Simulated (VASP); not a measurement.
VASP input:

File POSCAR:
```
TiN
1
    0.0000000000     2.1200000000     2.1200000000
    2.1200000000     0.0000000000     2.1200000000
    2.1200000000     2.1200000000     0.0000000000
Ti N
1 1
Direct
  0.0000000000   0.0000000000   0.0000000000
  0.5000000000   0.5000000000   0.5000000000
```

INCAR:
```
SYSTEM = TiN
PREC = Accurate
ENCUT = 300
EDIFF = 1E-6
NELM = 100
ALGO = Normal
LREAL = .FALSE.
LASPH = .TRUE.
ISMEAR = 1
SIGMA = 0.1
GGA = PE
LMAXMIX = 4
LWAVE = .FALSE.
LCHARG = .FALSE.
ISIF = 3
IBRION = 2
NSW = 40
EDIFFG = -0.01
```

KPOINTS:
```
Automatic mesh
0
Gamma
11 11 11
0 0 0
```

POTCAR, in this order: Ti_sv N (PBE.64 set). Program: vasp_std.

The resulting files:

standard output:
```
...
DAV:   6    -0.199253748435E+02    0.45141E+01   -0.28830E+01  1624   0.677E+01    0.692E+00
DAV:   7    -0.196497961353E+02    0.27558E+00   -0.27161E+00  1608   0.203E+01    0.486E+00
DAV:   8    -0.197033265985E+02   -0.53530E-01   -0.95168E-01  1512   0.137E+01    0.355E+00
DAV:   9    -0.196095434730E+02    0.93783E-01   -0.27128E-01  1492   0.765E+00    0.793E-01
DAV:  10    -0.196079011443E+02    0.16423E-02   -0.41960E-02  1484   0.290E+00    0.425E-01
DAV:  11    -0.196070858416E+02    0.81530E-03   -0.40622E-03  1532   0.758E-01    0.118E-01
DAV:  12    -0.196070775933E+02    0.82482E-05   -0.99461E-04  1816   0.466E-01    0.608E-02
DAV:  13    -0.196070346884E+02    0.42905E-04   -0.24196E-04  1692   0.228E-01    0.108E-02
DAV:  14    -0.196070351047E+02   -0.41630E-06   -0.75183E-06  1624   0.295E-02
   1 F= -.19607035E+02 E0= -.19606577E+02  d E =-.196070E+02
 curvature:   0.00 expect dE= 0.000E+00 dE for cont linesearch  0.000E+00
 trial: gam= 0.00000 g(F)=  0.173E-60 g(S)=  0.474E+00 ort = 0.000E+00 (trialstep = 0.100E+01)
 search vector abs. value=  0.474E+00
 bond charge predicted
       N       E                     dE             d eps       ncg     rms          rms(c)
DAV:   1    -0.245265419051E+02   -0.49195E+01   -0.14224E+02  1352   0.185E+02    0.242E+01
DAV:   2    -0.197233404626E+02    0.48032E+01   -0.12569E+01  1792   0.670E+01    0.663E+00
DAV:   3    -0.191062068809E+02    0.61713E+00   -0.23681E+00  1680   0.147E+01    0.137E+00
DAV:   4    -0.191556377240E+02   -0.49431E-01   -0.49103E-01  1688   0.755E+00    0.154E+00
DAV:   5    -0.192137846088E+02   -0.58147E-01   -0.65217E-02  1948   0.282E+00    0.658E-01
DAV:   6    -0.192535613967E+02   -0.39777E-01   -0.65442E-02  1784   0.163E+00    0.540E-01
DAV:   7    -0.192576072740E+02   -0.40459E-02   -0.71529E-03  1676   0.110E+00    0.164E-01
DAV:   8    -0.192584735147E+02   -0.86624E-03   -0.17023E-03  1908   0.429E-01    0.131E-02
DAV:   9    -0.192584866040E+02   -0.13089E-04   -0.14422E-04  1632   0.979E-02    0.211E-02
DAV:  10    -0.192584948785E+02   -0.82745E-05   -0.12783E-05  1456   0.385E-02    0.274E-03
DAV:  11    -0.192584952659E+02   -0.38740E-06   -0.23255E-06  1320   0.951E-03
   2 F= -.19258495E+02 E0= -.19258199E+02  d E =0.348540E+00
 trial-energy change:    0.348540  1 .order    0.376712   -0.473965    1.227388
 step:   0.2994(harm=  0.2786)  dis= 0.00000  next Energy=   -19.678749 (dE=-0.717E-01)
 bond charge predicted
       N       E                     dE             d eps       ncg     rms          rms(c)
DAV:   1    -0.226195471952E+02   -0.33611E+01   -0.75953E+01  1420   0.157E+02    0.186E+01
DAV:   2    -0.199693494078E+02    0.26502E+01   -0.16490E+01  1580   0.594E+01    0.495E+00
DAV:   3    -0.195423718900E+02    0.42698E+00   -0.23323E+00  1600   0.144E+01    0.186E+00
DAV:   4    -0.195978497768E+02   -0.55478E-01   -0.51977E-01  1464   0.751E+00    0.105E+00
DAV:   5    -0.196590731541E+02   -0.61223E-01   -0.77143E-02  2108   0.180E+00    0.767E-01
DAV:   6    -0.196830944859E+02   -0.24021E-01   -0.45330E-02  1788   0.178E+00    0.243E-01
DAV:   7    -0.196830946786E+02   -0.19274E-06   -0.47138E-03  1444   0.819E-01    0.202E-01
DAV:   8    -0.196828240184E+02    0.27066E-03   -0.11865E-03  1512   0.376E-01    0.173E-02
DAV:   9    -0.196828231000E+02    0.91844E-06   -0.75893E-05  1672   0.709E-02    0.113E-02
DAV:  10    -0.196828233506E+02   -0.25059E-06   -0.13025E-06  1104   0.112E-02
   3 F= -.19682823E+02 E0= -.19682395E+02  d E =-.757882E-01
 curvature:  -0.14 expect dE=-0.159E-03 dE for cont linesearch -0.159E-03
 ZBRENT: interpolating
 opt :   0.3125  next Energy=   -19.682975 (dE=-0.759E-01)
 bond charge predicted
       N       E                     dE             d eps       ncg     rms          rms(c)
DAV:   1    -0.196839628410E+02   -0.11397E-02   -0.24531E-02  1352   0.259E+00    0.318E-01
DAV:   2    -0.196830751195E+02    0.88772E-03   -0.34136E-03  1416   0.945E-01    0.865E-02
DAV:   3    -0.196829672287E+02    0.10789E-03   -0.60213E-04  1584   0.211E-01    0.345E-02
DAV:   4    -0.196829710765E+02   -0.38478E-05   -0.19181E-04  1432   0.164E-01    0.186E-02
DAV:   5    -0.196829812315E+02   -0.10155E-04   -0.16090E-05  1640   0.375E-02    0.137E-02
DAV:   6    -0.196829896021E+02   -0.83707E-05   -0.83514E-06  1368   0.194E-02    0.132E-02
DAV:   7    -0.196829952433E+02   -0.56411E-05   -0.14146E-05  2168   0.367E-02    0.431E-03
DAV:   8    -0.196829954269E+02   -0.18362E-06   -0.18314E-07   680   0.375E-03
   4 F= -.19682995E+02 E0= -.19682568E+02  d E =-.759603E-01
 curvature:  -0.13 expect dE=-0.127E-05 dE for cont linesearch -0.127E-05
 trial: gam=-0.00446 g(F)=  0.434E-58 g(S)=  0.953E-05 ort = 0.213E-02 (trialstep = 0.862E+00)
 search vector abs. value=  0.292E-09
 reached required accuracy - stopping structural energy minimisation
```

OUTCAR:
```
------------------------ aborting loop because EDIFF is reached ----------------------------------------
  FORCE on cell =-STRESS in cart. coord.  units (eV):
  Direction    XX          YY          ZZ          XY          YZ          ZX
  --------------------------------------------------------------------------------------
  Total       -0.0114783     -0.0114783     -0.0114783      0.0000000     -0.0000000      0.0000000
  in kB       -1.0231272     -1.0231272     -1.0231272      0.0000000     -0.0000000      0.0000000
  external PRESSURE =      -1.0231272 kB  Pullay stress =       0.0000000 kB
  volume of cell :       17.97
      direct lattice vectors                 reciprocal lattice vectors
     0.000000000  2.079106625  2.079106625    -0.240487907  0.240487907  0.240487907
     2.079106625  0.000000000  2.079106625     0.240487907 -0.240487907  0.240487907
     2.079106625  2.079106625  0.000000000     0.240487907  0.240487907 -0.240487907
 POSITION                                       TOTAL-FORCE (eV/Angst)
 -----------------------------------------------------------------------------------
      0.00000      2.07911      2.07911         0.000000     -0.000000      0.000000
      2.07911      2.07911      2.07911         0.000000      0.000000     -0.000000
 -----------------------------------------------------------------------------------
    total drift:                                0.000000      0.000000      0.000000
  FREE ENERGIE OF THE ION-ELECTRON SYSTEM (eV)
  ---------------------------------------------------
  free  energy   TOTEN  =       -19.6829954269 eV

  energy  without entropy=      -19.6817137000  energy(sigma->0) =      -19.68256818

 reached required accuracy - stopping structural energy minimisation
```
(Selected blocks of OUTCAR.)

**Question.** Read the log: what went wrong, and how is it fixed?

**Answer.** The cause: ENCUT is too low for a cell relaxation, so Pulay stress biases the volume. The run ends without an error. Against the sound run, the energy per atom (σ→0) falls by 0.027 eV/atom; the pressure falls by 0.06 GPa; the volume falls by 6.3 %. To mend it, set ENCUT = 520.

The mended run (PBE GGA, plane waves, VASP's PBE PAW potentials (set 64)) converges, and its OSZICAR ends with
```
   3 F= -.19628401E+02 E0= -.19627902E+02  d E =-.775111E-03
```

The compound is TiN in the rock salt structure. The electron count is odd and the run is not spin-polarised, which forces a metal.
